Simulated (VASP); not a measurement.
Data:

```xyz
4
Lattice="1.9856 -3.4392 0.0000 1.9856 3.4392 0.0000 0.0000 0.0000 5.1613" Properties=species:S:1:pos:R:3 pbc="T T T"
Ni     0.0000     0.0000     2.5806
Ni     0.0000     0.0000     0.0000
Sb     1.9856     1.1464     1.2903
Sb     1.9856    -1.1464     3.8710
```

The numbers are results of PBE GGA, VASP's PBE PAW potentials (set 64) (plane waves; VASP), not measurements. Run with 480 eV cut-off, 8×8×6 Γ-centred mesh, first-order Methfessel-Paxton smearing of 0.10 eV, potentials Ni Sb.

Energy and stress use the plane-wave basis of the starting cell.

Question: The ions, cell shape and volume at an external pressure of 20.0 GPa are relaxed. Which structure does the run end with?

Answer: 
```xyz
4
Lattice="1.9037 -3.2973 0.0000 1.9037 3.2973 0.0000 0.0000 0.0000 4.9290" Properties=species:S:1:pos:R:3 pbc="T T T"
Ni     0.0000     0.0000     2.4645
Ni     0.0000     0.0000     0.0000
Sb     1.9037     1.0991     1.2322
Sb     1.9037    -1.0991     3.6967
```
Space group P6_3/mmc (194), at a tolerance of 0.03 Å.

Question: How do energy and volume change from the first to the last step?

Answer: The energy (σ→0) changes by +119.7 meV/atom and the volume by -12.2 %, in 9 ionic steps.

```csv
step,E(σ→0) (eV),max force (eV/Å),pressure (GPa),volume (Å³)
1,-20.3100,0.000,0.15,70.49
2,-16.4640,0.000,85.57,50.48
3,-19.8918,0.000,18.39,62.39
4,-19.8474,0.000,19.59,62.02
5,-19.8273,0.000,20.13,61.85
6,-19.8270,0.000,20.13,61.85
7,-19.8268,0.000,20.13,61.85
8,-19.8397,0.000,19.79,61.95
9,-19.8310,0.000,20.02,61.88
```

The compound is NiSb in the NiAs type structure. This run relaxes it under an external pressure of 20 GPa. Symmetry was kept, so distortions that lower it aren't found. The run is not spin-polarised, so no magnetic state was tried.
